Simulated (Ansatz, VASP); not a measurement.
# Cross-check of BAs between VASP and Ansatz

Aim: how closely do two programs agree when they are given the same cell, functional and k mesh? The cell is taken from a series of runs on this material, whose earlier steps may have relaxed, scaled, displaced or heated it; both programs get it as it stands.

Main program and level: Ansatz 0.2.0; plane waves, with VASP 6.6.1 beside it; G0W0 gap at LDA.

**1. Starting point**

Symmetry: R3m, No. 160, trigonal system. The conventional cell has a = 3.310 Å, b = 3.310 Å, c = 8.308 Å, α = 90.00°, β = 90.00°, γ = 120.00°. B has 4 As at 2.04 to 2.06 Å nearest. Nearest to As lie 4 B at 2.04 to 2.06 Å. Farther neighbours are not listed.

Coordinates:

```xyz
2
Lattice="-1.6551 -0.9556 2.7693 1.6551 -0.9556 2.7693 0.0000 1.9112 2.7693" Properties=species:S:1:pos:R:3 pbc="T T T"
B     0.0000    0.0000    8.3018
As    0.0000    0.0000    6.2370
```

**2. VASP: G0W0 gap, LDA**

Quasiparticle shifts depend on high empty states and on the cores, so they are the hardest test of two PAW sets.

Lines of VASP's logs that name or quote its potential files are left out, and so is its time.

The run reads the wave functions of an earlier VASP run, which isn't shown here.

INCAR reads:

```
SYSTEM = BAs
PREC = Accurate
ENCUT = 340
ISMEAR = 0
SIGMA = 0.01
LREAL = .FALSE.
GGA = CA
NBANDS = 120
ALGO = EVGW0
NELMGW = 1
ENCUTGW = 150
NOMEGA = 64
PRECFOCK = Fast
NBANDSGW = 16
LWAVE = .FALSE.
LCHARG = .FALSE.
```

POSCAR reads:

```
BAs
1.0
   -1.6551460560     -0.9555990210      2.7693020436
    1.6551460560     -0.9555990210      2.7693020436
    0.0000000000      1.9111980419      2.7693020436
B As
1 1
Direct
    0.9992650846      0.9992650846      0.9992650846
    0.7507349154      0.7507349154      0.7507349154
```

KPOINTS reads:

```
Automatic mesh
0
Gamma
6 6 6
0 0 0
```

Potentials, in the order of the species: B_GW and As_GW (LDA family, release 64).

Launch:

```
$ mpirun -np 8 vasp_std
```

Numbers of over 12 decimals in the logs are rounded to 6 here.

Output:

```text
[banner, memory and clock lines left out]
running    8 mpi-ranks, on    1 nodes
 distrk:  each k-point on    8 cores,    1 groups
 distr:  one band on    1 cores,    8 groups

 POSCAR found type information on POSCAR B As
 POSCAR found :  2 types and       2 ions
|                                                                             |
|           W    W    AA    RRRRR   N    N  II  N    N   GGGG   !!!           |
|           W    W   A  A   R    R  NN   N  II  NN   N  G    G  !!!           |
|           W    W  A    A  R    R  N N  N  II  N N  N  G       !!!           |
|           W WW W  AAAAAA  RRRRR   N  N N  II  N  N N  G  GGG   !            |
|           WW  WW  A    A  R   R   N   NN  II  N   NN  G    G                |
|           W    W  A    A  R    R  N    N  II  N    N   GGGG   !!!           |
|                                                                             |
|     For optimal performance we recommend to set                             |
|       NCORE = 2 up to number-of-cores-per-socket                            |
|     NCORE specifies how many cores store one orbital (NPAR=cpu/NCORE).      |
|     This setting can greatly improve the performance of VASP for DFT.       |
|     The default, NCORE=1 might be grossly inefficient on modern             |
|     multi-core architectures or massively parallel machines. Do your        |
|     Unfortunately you need to use the default for GW and RPA                |
|     calculations (for HF NCORE is supported but not extensively tested      |
|     yet).                                                                   |
|                                                                             |

|                                                                             |
|           W    W    AA    RRRRR   N    N  II  N    N   GGGG   !!!           |
|           W    W   A  A   R    R  NN   N  II  NN   N  G    G  !!!           |
|           W    W  A    A  R    R  N N  N  II  N N  N  G       !!!           |
|           W WW W  AAAAAA  RRRRR   N  N N  II  N  N N  G  GGG   !            |
|           WW  WW  A    A  R   R   N   NN  II  N   NN  G    G                |
|           W    W  A    A  R    R  N    N  II  N    N   GGGG   !!!           |
|                                                                             |
|     The default for ENCUTGWSOFT is different in this version of VASP.       |
|     please manually set ENCUTGWSOFT =150 in the INCAR file.                 |
|                                                                             |

 LDA part: xc-table for (Slater(with rela. corr.)+CA(PZ))
 , standard interpolation
 found WAVECAR, reading the header
 POSCAR, INCAR and KPOINTS ok, starting setup
 FFT: planning ... GRIDC
 FFT: planning ... GRID_SOFT
 FFT: planning ... GRID
 reading WAVECAR
 the WAVECAR file was read successfully
 initial charge from wavefunction
 available memory per node:    105.61 GB, setting MAXMEM to    108148

 The Fermi energy was updated, please check that it is located mid-gap
 values below the HOMO (VB) or above the LUMO (CB) will cause erroneous energies
 E-fermi :   7.2357

 calculate exact exchange contribution
 the WAVEDER file was read successfully
energies w=
    0.000    0.000    0.484    0.000    0.968    0.000    1.449    0.000
    1.927    0.000    2.401    0.000    2.870    0.000    3.333    0.000
    3.791    0.000    4.242    0.000    4.688    0.000    5.127    0.000
    5.559    0.000    5.986    0.000    6.408    0.000    6.825    0.000
    7.237    0.000    7.646    0.000    8.052    0.000    8.456    0.000
    8.858    0.000    9.259    0.000    9.661    0.000   10.065    0.000
   10.470    0.000   10.879    0.000   11.293    0.000   11.713    0.000
   12.139    0.000   12.574    0.000   13.019    0.000   13.476    0.000
   13.946    0.000   14.432    0.000   14.936    0.000   15.461    0.000
   16.008    0.000   16.583    0.000   17.188    0.000   17.828    0.000
   18.509    0.000   19.235    0.000   20.014    0.000   20.854    0.000
   21.764    0.000   22.757    0.000   23.847    0.000   25.052    0.000
   26.392    0.000   27.897    0.000   29.599    0.000   31.546    0.000
   33.794    0.000   36.423    0.000   39.542    0.000   43.302    0.000
   47.924    0.000   53.741    0.000   61.280    0.000   71.428    0.000
   85.802    0.000  107.693    0.000  144.999    0.000  222.611    0.000
 responsefunction array rank=     120
 LDA part: xc-table for (Slater(with rela. corr.)+CA(PZ))
 , standard interpolation

 min. memory requirement per mpi rank    142.8 MB, per node   1142.3 MB

 allocating   8 responsefunctions rank=   120
 shmem allocating  64 responsefunctions rank=   120
 response function shared by NCSHMEM nodes    1
 Doing            8  frequencies on each core in blocks of           64
NQ=   1    0.0000    0.0000    0.0000,
|.........|.........|.........|.........|.........|.........|.........|.........
 performed        323000 updates of chi_q(r,r)
 total number of BLAS operations         33.03 Gflops
NQ=   2    0.1667    0.0000    0.0000,
|.........|.........|.........|.........|.........|.........|.........|.........
 performed       1072000 updates of chi_q(r,r)
 total number of BLAS operations        110.96 Gflops
NQ=   3    0.3333   -0.0000    0.0000,
[...]
|.........|.........|.........|.........|.........|.........|.........|.........
 performed       2332000 updates of chi_q(r,r)
 total number of BLAS operations        233.91 Gflops
NQ=   5    0.1667    0.1667    0.0000,
|.........|.........|.........|.........|.........|.........|.........|.........
 performed       3081000 updates of chi_q(r,r)
 total number of BLAS operations        313.21 Gflops
NQ=   6    0.3333    0.1667    0.0000,
|.........|.........|.........|.........|.........|.........|.........|.........
 performed       4110000 updates of chi_q(r,r)
 total number of BLAS operations        412.91 Gflops
NQ=   7    0.5000    0.1667    0.0000,
|.........|.........|.........|.........|.........|.........|.........|.........
 performed       5139000 updates of chi_q(r,r)
 total number of BLAS operations        512.60 Gflops
NQ=   8   -0.3333    0.1667   -0.0000,
|.........|.........|.........|.........|.........|.........|.........|.........
 performed       6168000 updates of chi_q(r,r)
 total number of BLAS operations        610.49 Gflops
NQ=   9   -0.1667    0.1667    0.0000,
|.........|.........|.........|.........|.........|.........|.........|.........
 performed       6967000 updates of chi_q(r,r)
 total number of BLAS operations        686.48 Gflops
NQ=  10    0.3333    0.3333    0.0000,
|.........|.........|.........|.........|.........|.........|.........|.........
 performed       7716000 updates of chi_q(r,r)
 total number of BLAS operations        763.05 Gflops
NQ=  11    0.5000    0.3333   -0.0000,
|.........|.........|.........|.........|.........|.........|.........|.........
 performed       8745000 updates of chi_q(r,r)
 total number of BLAS operations        860.94 Gflops
NQ=  12   -0.3333    0.3333    0.0000,
|.........|.........|.........|.........|.........|.........|.........|.........
 performed       9544000 updates of chi_q(r,r)
 total number of BLAS operations        934.16 Gflops
NQ=  13    0.5000    0.5000    0.0000,
|.........|.........|.........|.........|.........|.........|.........|.........
 performed      10055000 updates of chi_q(r,r)
 total number of BLAS operations        985.49 Gflops
NQ=  14    0.1667    0.1667    0.1667,
|.........|.........|.........|.........|.........|.........|.........|.........
 performed      10470000 updates of chi_q(r,r)
 total number of BLAS operations       1030.22 Gflops
NQ=  15    0.3333    0.1667    0.1667,
|.........|.........|.........|.........|.........|.........|.........|.........
 performed      11219000 updates of chi_q(r,r)
 total number of BLAS operations       1104.10 Gflops
NQ=  16    0.5000    0.1667    0.1667,
|.........|.........|.........|.........|.........|.........|.........|.........
 performed      11968000 updates of chi_q(r,r)
 total number of BLAS operations       1177.98 Gflops
NQ=  17   -0.3333    0.1667    0.1667,
|.........|.........|.........|.........|.........|.........|.........|.........
 performed      12717000 updates of chi_q(r,r)
 total number of BLAS operations       1249.23 Gflops
NQ=  18   -0.1667    0.1667    0.1667,
|.........|.........|.........|.........|.........|.........|.........|.........
 performed      13466000 updates of chi_q(r,r)
 total number of BLAS operations       1323.11 Gflops
NQ=  19    0.3333    0.3333    0.1667,
|.........|.........|.........|.........|.........|.........|.........|.........
 performed      14215000 updates of chi_q(r,r)
 total number of BLAS operations       1399.68 Gflops
NQ=  20    0.5000    0.3333    0.1667,
|.........|.........|.........|.........|.........|.........|.........|.........
 performed      15244000 updates of chi_q(r,r)
 total number of BLAS operations       1497.57 Gflops
NQ=  21   -0.3333    0.3333    0.1667,
|.........|.........|.........|.........|.........|.........|.........|.........
 performed      16273000 updates of chi_q(r,r)
 total number of BLAS operations       1595.46 Gflops
NQ=  22   -0.1667    0.3333    0.1667,
|.........|.........|.........|.........|.........|.........|.........|.........
 performed      17302000 updates of chi_q(r,r)
 total number of BLAS operations       1695.15 Gflops
NQ=  23    0.5000    0.5000    0.1667,
|.........|.........|.........|.........|.........|.........|.........|.........
 performed      18051000 updates of chi_q(r,r)
 total number of BLAS operations       1762.53 Gflops
NQ=  24   -0.3333    0.5000    0.1667,
|.........|.........|.........|.........|.........|.........|.........|.........
 performed      19080000 updates of chi_q(r,r)
 total number of BLAS operations       1855.11 Gflops
NQ=  25   -0.1667    0.5000    0.1667,
|.........|.........|.........|.........|.........|.........|.........|.........
 performed      19925000 updates of chi_q(r,r)
 total number of BLAS operations       1936.96 Gflops
NQ=  26   -0.3333   -0.3333    0.1667,
|.........|.........|.........|.........|.........|.........|.........|.........
 performed      20674000 updates of chi_q(r,r)
 total number of BLAS operations       2004.33 Gflops
NQ=  27    0.3333    0.3333    0.3333,
|.........|.........|.........|.........|.........|.........|.........|.........
 performed      21089000 updates of chi_q(r,r)
 total number of BLAS operations       2045.29 Gflops
NQ=  28    0.5000    0.3333    0.3333,
|.........|.........|.........|.........|.........|.........|.........|.........
 performed      21838000 updates of chi_q(r,r)
 total number of BLAS operations       2115.23 Gflops
NQ=  29   -0.3333    0.3333    0.3333,
|.........|.........|.........|.........|.........|.........|.........|.........
 performed      22587000 updates of chi_q(r,r)
 total number of BLAS operations       2180.09 Gflops
NQ=  30    0.5000    0.5000    0.3333,
|.........|.........|.........|.........|.........|.........|.........|.........
 performed      23336000 updates of chi_q(r,r)
 total number of BLAS operations       2253.97 Gflops
NQ=  31   -0.3333    0.5000    0.3333,
|.........|.........|.........|.........|.........|.........|.........|.........
 performed      24181000 updates of chi_q(r,r)
 total number of BLAS operations       2335.82 Gflops
NQ=  32    0.5000    0.5000    0.5000,
|.........|.........|.........|.........|.........|.........|.........|.........
 performed      24504000 updates of chi_q(r,r)
 total number of BLAS operations       2365.99 Gflops
 resolving degeneracies of screened two electron integrals

 calculate QP shifts <psi_nk| G(iteration)W_0 |psi_nk>: iteration 1
 entering main loop
```

Parts of OUTCAR (step 2):

```text
ion  position               nearest neighbor table
   1  0.999  0.999  0.999-   2 2.04   2 2.04   2 2.04   2 2.06
   2  0.751  0.751  0.751-   1 2.04   1 2.04   1 2.04   1 2.06

  LATTYP: Found a trigonal (rhomboedric) cell.
 ALAT       =     3.3647751432
 COS(alpha) =     0.5160610827

 Subroutine GETGRP returns: Found  6 space group operations
 (whereof  6 operations were pure point group operations)

The static configuration has the point symmetry C_3v.

 Found     32 irreducible k-points:

   k-points           NKPTS =     32   k-points in BZ     NKDIM =    216   number of bands    NBANDS=    120

   dimension x,y,z NGX =    20 NGY =   20 NGZ =   20
   dimension x,y,z NGXF=    40 NGYF=   40 NGZF=   40

   ENCUT  =  340.0 eV  24.99 Ry    5.00 a.u.   5.06  5.06  5.06*2*pi/ulx,y,z

   NELECT =       8.0000    total number of electrons

  energy-cutoff  :      340.00
  volume of cell :       26.28
      direct lattice vectors                 reciprocal lattice vectors
    -1.655146056 -0.955599021  2.769302044    -0.302088144 -0.174410671  0.120367272
     1.655146056 -0.955599021  2.769302044     0.302088144 -0.174410671  0.120367272
     0.000000000  1.911198042  2.769302044     0.000000000  0.348821342  0.120367272

 k-points in reciprocal lattice and weights: Automatic mesh
   0.00000000  0.00000000  0.00000000       0.005
   0.16666667  0.00000000  0.00000000       0.028
   0.33333333 -0.00000000  0.00000000       0.028
   0.50000000  0.00000000  0.00000000       0.014
   0.16666667  0.16666667  0.00000000       0.028
   0.33333333  0.16666667  0.00000000       0.056
   0.50000000  0.16666667  0.00000000       0.056
  -0.33333333  0.16666667 -0.00000000       0.056
  -0.16666667  0.16666667  0.00000000       0.028
[...]
-0.33333333  0.50000000  0.33333333       0.028
   0.50000000  0.50000000  0.50000000       0.005

 E-fermi :   7.2357

 QP shifts <psi_nk| G(iteration)W_0 |psi_nk>: iteration 1
 for sc-GW calculations column KS-energies equals QP-energies in previous step
 and V_xc(KS)=  KS-energies - (<T + V_ion + V_H > + <T+V_H+V_ion>^1  + <V_x>^1)
 k-point   1 :       0.0000    0.0000    0.0000
  band No.  KS-energies  QP-energies   sigma(KS)   V_xc(KS)     V^pw_x(r,r')   Z            occupation Imag(sigma)
      1      -9.0979      -9.6894     -12.8015     -11.9570     -19.7473       0.7004       2.0000       1.2125
      2       6.4721       6.1297     -13.2869     -12.8536     -14.0115       0.7903       2.0000       0.0432
      3       6.6948       6.3620     -13.3794     -12.9583     -14.1103       0.7903       2.0000       0.0436
      4       6.6948       6.3620     -13.3794     -12.9583     -14.1103       0.7903       2.0000       0.0436
      5       9.6018      10.1045     -11.1212     -11.7578      -6.9126       0.7896       0.0000      -0.0542
      6      10.0456      10.5627     -11.1329     -11.7900      -6.8276       0.7870       0.0000      -0.0569
      7      10.0456      10.5627     -11.1329     -11.7900      -6.8276       0.7870       0.0000      -0.0569
      8      11.8245      12.5081     -11.9127     -12.8139      -6.5032       0.7586       0.0000      -0.0928
    ...

 k-point   2 :       0.1667    0.0000    0.0000
  band No.  KS-energies  QP-energies   sigma(KS)   V_xc(KS)     V^pw_x(r,r')   Z            occupation Imag(sigma)
      1      -8.6239      -9.2073     -12.8225     -11.9979     -19.6002       0.7075       2.0000       1.1596
      2       3.6889       3.2480     -12.9578     -12.3879     -14.6751       0.7735       2.0000       0.0642
      3       5.7851       5.4377     -13.1261     -12.6853     -14.0472       0.7879       2.0000       0.0445
      4       5.9557       5.6112     -13.2080     -12.7708     -14.1527       0.7879       2.0000       0.0455
      5       9.9429      10.4535     -11.3113     -11.9635      -6.8287       0.7829       0.0000      -0.0617
      6      10.6696      11.1861     -11.2337     -11.8933      -6.7000       0.7830       0.0000      -0.0637
      7      10.9573      11.4874     -11.2584     -11.9380      -6.6388       0.7800       0.0000      -0.0673
      8      13.6154      14.2033     -11.7034     -12.4888      -5.8584       0.7485       0.0000      -0.1369
    ...

 k-point   3 :       0.3333   -0.0000    0.0000
  band No.  KS-energies  QP-energies   sigma(KS)   V_xc(KS)     V^pw_x(r,r')   Z            occupation Imag(sigma)
      1      -7.2899      -7.8225     -12.8972     -12.1562     -19.2077       0.7188       2.0000       0.9919
      2      -0.2304      -0.7757     -12.6846     -11.9428     -16.1307       0.7352       2.0000       0.1922
      3       4.9446       4.5551     -13.1246     -12.6273     -14.4202       0.7831       2.0000       0.0513
      4       5.0589       4.6685     -13.1923     -12.6935     -14.5231       0.7827       2.0000       0.0523
      5       9.5600      10.0153     -11.3373     -11.9181      -6.8444       0.7839       0.0000      -0.0622
      6      11.3514      11.8401     -10.9134     -11.5392      -6.0816       0.7808       0.0000      -0.0762
      7      11.5523      12.0472     -10.8878     -11.5236      -5.9883       0.7783       0.0000      -0.0814
      8      15.2925      15.7849     -10.3929     -11.0504      -4.0296       0.7489       0.0000      -0.2217
    ...

 k-point   4 :       0.5000    0.0000    0.0000
  band No.  KS-energies  QP-energies   sigma(KS)   V_xc(KS)     V^pw_x(r,r')   Z            occupation Imag(sigma)
      1      -6.0439      -6.5124     -13.1068     -12.4622     -18.9424       0.7268       2.0000       0.8189
      2      -2.4007      -2.9861     -12.3678     -11.5556     -16.7930       0.7208       2.0000       0.3713
      3       4.6421       4.2356     -13.1520     -12.6313     -14.5922       0.7807       2.0000       0.0544
      4       4.7301       4.3214     -13.2121     -12.6883     -14.6913       0.7802       2.0000       0.0555
      5       9.3997       9.8341     -11.3633     -11.9176      -6.8834       0.7837       0.0000      -0.0619
      6      11.2815      11.7295     -10.6641     -11.2354      -5.8463       0.7841       0.0000      -0.0767
      7      11.4595      11.9161     -10.6475     -11.2315      -5.7679       0.7819       0.0000      -0.0815
      8      15.3362      15.7263      -9.5435     -10.0590      -3.3164       0.7566       0.0000      -0.2162
    ...

[... 4 further parts left out ...]
```

[end of part 1 of 2]

[Lines on the potential files, build, host, timing and source positions are cut from VASP's logs without a mark.]

[Logs are printed without paths, hosts, clocks, repeated set-up lines and the standing remarks that a program may print on its own settings, such as how far it seeks lower states.]

[Hosts, paths, dates, database ids (printed as entryN), source tags and the programs' standing remarks are cut or masked in the printed files.]
